Near its equilibrium volume a crystal should behave like a spring: squeezed or stretched by the same amount, it should cost the same energy. The energy would then be a parabola in the volume, with the same curvature throughout. For volume changes of only about 6 %, that sounds safe.

It is not safe here. Three sizes are worth remembering: a volume change of about 6 % costs 17 to 18 meV per atom, lengthening every contact by 1 % from equilibrium softens the crystal by about 15 %, and from the first pair of neighbouring rows to the last the stiffness drops by about 40 %. The energies and pressures below come from density-functional theory with the PBE functional.

VASP 6.6.1, PBE with the recommended PAW potentials, no spin polarisation: hexagonal Si₃C (P6/mmm, 4 atoms per cell), scaled uniformly with cell shape and fractional coordinates fixed. Plane-wave cutoff 520 eV, 6×6×11 k mesh, Fermi–Dirac smearing of width 0.05 eV. Energies are counted from the minimum of the fitted curve.

| volume (Å³/atom) | energy (meV/atom) | pressure (GPa) |
| --- | --- | --- |
| 11.96 | 18.040 | 8.470 |
| 12.22 | 7.340 | 5.190 |
| 12.47 | 1.470 | 2.300 |
| 12.72 | -0.020 | -0.320 |
| 12.98 | 2.480 | -2.630 |
| 13.23 | 8.390 | -4.610 |
| 13.49 | 17.130 | -6.340 |

**What is being squeezed**

The crystal is Si₃C in a hexagonal cell of four atoms, a model structure and not an established compound. The cell is scaled uniformly, so every contact grows or shrinks in the same proportion. Its symmetry and edges fit a simple hexagonal lattice, in which a carbon atom has two carbon neighbours along the axis and six silicon neighbours around it. Carbon's eight nearest neighbours are therefore not all of one kind. All these contacts are near 2.4 to 2.5 Å, far longer than the roughly 1.9 Å (a recalled value) of the bond in ordinary silicon carbide. The stiffness found here should not be used for that material.

**The ends are in the wrong order for a spring**

The fitted minimum lies at 12.69 Å³ per atom. The most compressed row is 0.73 Å³ away from it and the most expanded row 0.80 Å³, so a spring would make the expanded end the more costly one. The calculation gives the opposite: the compressed end lies higher, by 0.9 meV per atom. The unequal distances thus hide part of the asymmetry instead of causing it.

The pressures show the same thing more directly. Pressure is the slope of the energy curve with its sign reversed, $P=-dE/dV$, where $E$ is the energy and $V$ the volume per atom. The bulk modulus, $B=-V\,dP/dV$, tells how much pressure a given fractional change of volume needs. Between neighbouring rows it falls at every step, from about 156 GPa at the compressed end to 91 GPa at the expanded end. A crystal that stiffens when squeezed and softens when stretched must have a lopsided energy curve.

**Why squeezing stiffens the crystal**

A crystal sits at the volume where an attraction and a repulsion balance. If both changed with volume in the same way, there would be no minimum; the repulsion has to be the steeper of the two. On compression it therefore takes over, and each further step costs more than it would for a spring. On expansion it dies away first and leaves the weaker pull of the attraction, so the energy rises less than a spring's.

The simplest version is a uniform gas of electrons. Squeezing shortens the electrons' wavelengths, and their kinetic energy rises as $V^{-2/3}$. The attraction, from Coulomb forces and exchange, deepens only as $V^{-1/3}$. This is a reasonable starting point here, because the calculation has partly filled levels in every row, as in a metal or a solid whose gap is not large compared with the smearing.

For any such pair of powers, a repulsion $V^{-m}$ and an attraction $V^{-n}$, the second and third derivatives of the energy at the minimum give a short rule:

$$B_0'=m+n+2 .$$

Here $B_0'$ is the rate at which the modulus rises with pressure, taken at the minimum. The electron gas gives $2/3+1/3+2=3$, whereas the fit to the computed energies gives 5.28. With the same minimum and the same modulus there, the gas still puts the expanded end above the compressed one, by 0.7 meV per atom. It has the right kind of lopsidedness, but too little of it.

Standard theory supplies what the gas lacks. Valence electrons are kept out of the atomic cores by the Pauli principle, and the cores do not shrink with the cell, so the room left for the electrons shrinks faster than the cell itself. On the other side, bonding relies on the overlap of orbitals, which fades roughly exponentially as atoms move apart. Both effects make the forces change faster with distance than in a uniform gas, and so raise $B_0'$. The energies in the table show that a steeper law is needed; they do not show how much each effect contributes.

Together with the fitted minimum and modulus, the two end rows set a lower limit on $B_0'$. Birch's simplest curve, a parabola in a strain measure that suits compressed solids, has $B_0'=4$ and makes the two ends almost exactly equal in energy. For this minimum and modulus, a compressed end that lies higher thus calls for a value above 4.

**One estimate in full**

The asymmetry can be worked out by hand by adding the first correction to the spring. With $V_0$ the volume at the minimum, $B_0$ the modulus there and $\Delta V=V-V_0$,

$$E\approx\frac{B_0(\Delta V)^2}{2V_0}\left[1-\frac{B_0'+1}{3}\,\frac{\Delta V}{V_0}\right].$$

The 1 beside $B_0'$ is plain geometry: the same step in volume is a larger fraction of a smaller cell.

For the most compressed row the spring part alone gives 15.97 meV per atom. The fractional change of volume is $-0.725/12.69=-0.057$, so the bracket is $1+(6.28/3)\times0.057=1.12$. The product is 17.9 meV per atom, against 18.04 in the table. At the expanded end the same bracket falls below one and pulls the spring's 19.5 meV per atom down to about 16.9, which restores the computed order.

Both estimates come out slightly low, because the next term of the expansion is positive on either side. The full Birch–Murnaghan form contains it and follows the energies to within about 0.1 meV per atom. All seven energies went into the fit that supplied its constants, so this agreement shows that the form is flexible enough, not that it predicts.

**From volume to contact length**

Lengthening every contact by 1 % raises the volume by about 3 %. To first order the modulus then falls by $3B_0'$ per cent, here 16 %. The softening slows a little as the crystal expands, so the full step gives the 15 % quoted at the start. For a similar solid under uniform scaling, the reader can put in its own $B_0'$: the steeper its repulsion, the stronger the softening. Since all contacts change together, the softening cannot be assigned to the silicon–carbon contacts or to any other kind.

The ratio of height to width of the cell is also held fixed. A crystal free to adjust its shape at each volume could lower its energy, so its modulus might differ from the one found here. A minimum in volume also leaves open whether the lattice would survive a shear or a distortion that breaks its symmetry.

**The irregular rows**

The row at 12.72 Å³ per atom has an energy just below zero, as if it lay beneath the minimum. The zero is the lowest point of the fitted curve, which already stands 0.04 meV per atom higher at this volume. The row thus misses the curve by 0.06 meV per atom, about as much as two other rows do, so this is scatter of the fit and not a state below the minimum. Its negative pressure, in contrast, is real within the calculation. This cell is about 0.3 % larger than the fitted minimum, so it pulls inward; 0.3 % of 123 GPa is about 0.4 GPa, close to the computed 0.32 GPa.

The pressures also lie slightly above those implied by the energy fit, by 0.04 GPa on average, with the most compressed row as the exception. Part of the reason lies in the smearing of the electron occupations. The computed pressure belongs to a free energy, which includes an entropy term from partly filled levels. The free energy lies below the fitted energy by an amount that grows with volume, which adds an outward push of about 0.07 GPa on average. This has the right sign and order of magnitude, though it overshoots the mean difference. It is a consequence of the chosen smearing, not a property of the cold crystal.

Finally, the modulus falls in uneven steps. An irregularity of a few hundredths of a GPa in the pressure, divided by a volume step of 2 %, becomes about 2 GPa in the modulus, which is the size of the unevenness. Two sources are possible, though neither was tested. On a finite mesh of electron states, individual levels cross the Fermi energy one after another as the cell grows; and at a fixed cutoff the number of plane waves rises in jumps. The overall fall of 65 GPa is far larger and does not depend on these details.

The printed output below compares the spring, the electron gas and the two Birch curves row by row.

Numerical output:

```
Energy above the minimum, meV/atom:
    row  computed  parabola  electron_gas  Birch_slope_4  Birch_Murnaghan
  11.96     18.04     15.97         17.27          17.61            18.06
  12.22      7.34     6.728         7.075          7.165            7.282
  12.47      1.47      1.42         1.453          1.461            1.472
  12.72     -0.02   0.04435       0.04417        0.04413          0.04407
  12.98      2.48     2.601         2.523          2.504             2.48
  13.23      8.39     9.091         8.592          8.472            8.322
  13.49     17.13     19.51         17.98          17.62            17.16
Pressure and modulus in GPa (modulus between this row and the one before), smearing term in meV/atom:
    row  computed_P  P_from_energy_fit  modulus  modulus_from_fit  smearing_term
  11.96        8.47              8.488      n/a               n/a          0.889
  12.22        5.19              5.157    155.8             158.2          1.021
  12.47         2.3              2.221    140.2             142.4          1.101
  12.72       -0.32            -0.3683    129.7             128.2          1.184
  12.98       -2.63             -2.651    116.7             115.3          1.337
  13.23       -4.61             -4.662      102             103.6          1.495
  13.49       -6.34             -6.434    90.83                93          1.554
Distance of the most compressed row from the minimum, A^3/atom: 0.7253
Distance of the most expanded row from the minimum, A^3/atom: 0.8017
Compressed end less expanded end, computed, meV/atom: 0.91
Compressed end less expanded end, parabola, meV/atom: -3.544
Compressed end less expanded end, electron gas, meV/atom: -0.7087
Compressed end less expanded end, Birch with slope 4, meV/atom: -0.003212
Rms energy miss of the parabola, meV/atom: 1.245
Rms energy miss of the electron gas, meV/atom: 0.452
Rms energy miss of Birch with slope 4, meV/atom: 0.2565
Rms energy miss of Birch-Murnaghan with fitted slope, meV/atom: 0.04437
Rms pressure miss of the energy fit, GPa: 0.05602
Mean of computed pressure less that of the energy fit, GPa: 0.04426
Mean pressure expected from the smearing term, GPa: 0.06978
Shift of the zero-pressure volume against the energy fit, A^3/atom: 0.005122
Fall of the modulus from first to last interval, percent: 41.7
Slope of modulus with pressure from these intervals: 5.28
Growth of every contact between the same interval midpoints, percent: 3.392
Softening near the minimum per percent of contact length, percent: 15.84
```
